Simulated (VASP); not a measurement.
Here is the system:

```xyz
2
Lattice="0.0000 2.9780 2.9780 2.9780 0.0000 2.9780 2.9780 2.9780 0.0000" Properties=species:S:1:pos:R:3 pbc="T T T"
In     0.0000     0.0000     0.0000
P      1.4890     1.4890     1.4890
```

Computed with PBE GGA, VASP's PBE PAW potentials (set 64) (plane waves; VASP 6.6.1). Settings: 480 eV cut-off, 8×8×8 Γ-centred mesh, Gaussian smearing of 0.050 eV, potentials In_d P.

Each relaxation starts from this cell; other phases were not tried.

Problem. The cell is relaxed at 1 GPa. What happens?

Solution. The volume per atom goes from 26.41 to 26.01 Å³ (-1.5 %), and the cell becomes a = b = c = 5.926 Å, α = β = γ = 90.00°, space group F-43m. The gap on the mesh goes from 0.45 to 0.53 eV.

Problem. The cell is relaxed at 10 GPa. What happens?

Solution. The volume per atom goes from 26.41 to 23.32 Å³ (-11.7 %), and the cell becomes a = 5.7140 Å, b = 5.7140 Å, c = 5.7140 Å, α = 90.00°, β = 90.00°, γ = 90.00°, space group F-43m. The gap on the mesh goes from 0.45 to 1.12 eV.

Failed runs are left out, and for metals the shear rows, which the mesh's noise covers.

The compound is InP in the zinc blende structure.
